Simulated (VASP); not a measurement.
Computed with LDA (Ceperley-Alder, Perdew-Zunger), VASP's LDA PAW potentials (set 64) (plane waves; VASP).

VASP ran on this input.

File POSCAR:
```
ZnS
3.7998090
  1.0000000000   0.0000000000   0.0000000000
 -0.4999998684   0.8660251081   0.0000000000
  0.0000000000   0.0000000000   3.2692995885
Zn S
4 4
direct
  0.6666670000   0.3333330000   0.7499300000
  0.3333330000   0.6666670000   0.2499300000
  0.0000000000   0.0000000000   0.5000000000
  0.0000000000   0.0000000000   0.0000000000
  0.6666670000   0.3333330000   0.9377300000
  0.3333330000   0.6666670000   0.4377300000
  0.0000000000   0.0000000000   0.6873400000
  0.0000000000   0.0000000000   0.1873400000
```

**INCAR**
```
LREAL = .False.
LCHARG = .False.
SYSTEM = ZnS
LASPH = .True.   ! aspherical one-centre terms
PREC = Accurate
SIGMA = 0.272   ! width (eV)
LWAVE = .False.
EDIFF = 1E-6   ! SCF stop (eV)
ENCUT = 180
ISMEAR = -1
LMAXMIX = 4   ! l cut-off of mixed one-centre charges
NELM = 100   ! most electronic steps
ISIF = 2
ALGO = Normal
```

File KPOINTS:
```
Automatic mesh
0
G
6 6 6
```

POTCAR, in this order: Zn S (LDA.64 set). Program: vasp_std.

Output of the run:

**OUTCAR**
```
 ion  position               nearest neighbor table
   1  0.667  0.333  0.750-   7 2.33   7 2.33   7 2.33   5 2.33
   2  0.333  0.667  0.250-   8 2.33   8 2.33   8 2.33   6 2.33
   3  0.000  0.000  0.500-   6 2.33   6 2.33   6 2.33   7 2.33
   4  0.000  0.000  0.000-   5 2.33   5 2.33   5 2.33   8 2.33
   5  0.667  0.333  0.938-   4 2.33   4 2.33   4 2.33   1 2.33
   6  0.333  0.667  0.438-   3 2.33   3 2.33   3 2.33   2 2.33
   7  0.000  0.000  0.687-   3 2.33   1 2.33   1 2.33   1 2.33
   8  0.000  0.000  0.187-   4 2.33   2 2.33   2 2.33   2 2.33
  LATTYP: Found a hexagonal cell.
 ALAT       =     3.7998090000
 C/A-ratio  =     3.2692995885
 Subroutine PRICEL returns:
 Original cell was already a primitive cell.
 Subroutine GETGRP returns: Found 12 space group operations
The static configuration has the point symmetry C_3v.
 The point group associated with its full space group is C_6v.
The dynamic configuration has the point symmetry C_3v.
 Subroutine INISYM returns: Found 12 space group operations
 Subroutine IBZKPT returns following result:
 Found     28 irreducible k-points:

 Following reciprocal coordinates:
            Coordinates               Weight
  0.000000  0.000000  0.000000      1.000000
  0.166667  0.000000  0.000000      6.000000
  0.333333  0.000000  0.000000      6.000000
  0.500000  0.000000  0.000000      3.000000
  0.166667  0.166667  0.000000      6.000000
  0.333333  0.166667  0.000000     12.000000
  0.333333  0.333333  0.000000      2.000000
  0.000000  0.000000  0.166667      2.000000
  0.166667  0.000000  0.166667     12.000000
  0.333333  0.000000  0.166667     12.000000
  0.500000  0.000000  0.166667      6.000000
  0.166667  0.166667  0.166667     12.000000
  0.333333  0.166667  0.166667     24.000000
  0.333333  0.333333  0.166667      4.000000
  0.000000  0.000000  0.333333      2.000000
  0.166667  0.000000  0.333333     12.000000
...
```

OSZICAR:
```
       N       E                     dE             d eps       ncg     rms          rms(c)
DAV:   1     0.279556519058E+03    0.27956E+03   -0.19221E+04  2408   0.809E+02
DAV:   2    -0.104373784169E+02   -0.28999E+03   -0.28237E+03  2667   0.230E+02
DAV:   3    -0.305788572806E+02   -0.20141E+02   -0.20060E+02  2798   0.621E+01
DAV:   4    -0.308552160570E+02   -0.27636E+00   -0.27602E+00  2808   0.763E+00
DAV:   5    -0.308585108768E+02   -0.32948E-02   -0.32940E-02  2776   0.787E-01    0.256E+01
DAV:   6    -0.268875904271E+02    0.39709E+01   -0.15293E+01  2710   0.621E+01    0.155E+01
DAV:   7    -0.273505171987E+02   -0.46293E+00   -0.77632E+00  2549   0.983E+00    0.680E+00
DAV:   8    -0.271905090286E+02    0.16001E+00   -0.81888E-01  2657   0.765E+00    0.132E+00
DAV:   9    -0.271856737031E+02    0.48353E-02   -0.10958E-01  2697   0.207E+00    0.835E-01
DAV:  10    -0.271854239466E+02    0.24976E-03   -0.33338E-03  2742   0.284E-01    0.745E-01
DAV:  11    -0.271846790191E+02    0.74493E-03   -0.59324E-03  2715   0.487E-01    0.649E-01
DAV:  12    -0.271845768405E+02    0.10218E-03   -0.81948E-04  2581   0.334E-01    0.114E-01
DAV:  13    -0.271845780927E+02   -0.12523E-05   -0.15539E-04  2786   0.720E-02    0.879E-02
DAV:  14    -0.271845730990E+02    0.49937E-05   -0.11103E-05  2449   0.329E-02    0.624E-02
DAV:  15    -0.271845725442E+02    0.55482E-06   -0.22914E-06  1652   0.191E-02
   1 F= -.27184573E+02 E0= -.27178241E+02  d E =-.126625E-01
```

### OUTCAR
```
------------------------ aborting loop because EDIFF is reached ----------------------------------------
  FORCE on cell =-STRESS in cart. coord.  units (eV):
  Direction    XX          YY          ZZ          XY          YZ          ZX
  --------------------------------------------------------------------------------------
  Total      -83.0106326    -83.0105759    -82.3879555     -0.0000126      0.0000000      0.0000000
  in kB     -856.1971966   -856.1966120   -849.7747139     -0.0001301      0.0000000      0.0000000
  external PRESSURE =    -854.0561742 kB  Pullay stress =       0.0000000 kB
  volume of cell :      155.34
      direct lattice vectors                 reciprocal lattice vectors
     3.799809000  0.000000000  0.000000000     0.263171123  0.151941930  0.000000000
    -1.899904000  3.290730000  0.000000000     0.000000000  0.303883941  0.000000000
     0.000000000  0.000000000 12.422714000     0.000000000  0.000000000  0.080497708
  FREE ENERGIE OF THE ION-ELECTRON SYSTEM (eV)
  ---------------------------------------------------
  free  energy   TOTEN  =       -27.1845725442 eV

  energy  without entropy=      -27.1719100062  energy(sigma->0) =      -27.17824128
```
(Selected blocks of OUTCAR.)

At this cut-off the stress carries a Pulay error, which pulls relaxed volumes low.

The structure comes from a computed database's ZnS entry; how it stands against other phases isn't given here. The cell was not relaxed at this level. The run is one of a series of settings (ENCUT = 180, GGA removed, ISMEAR = -1, SIGMA = 0.272, KPOINTS 6×6×6 Γ-centred mesh, POTCAR Zn S (LDA.64 set) against the base run), some of them coarse on purpose.
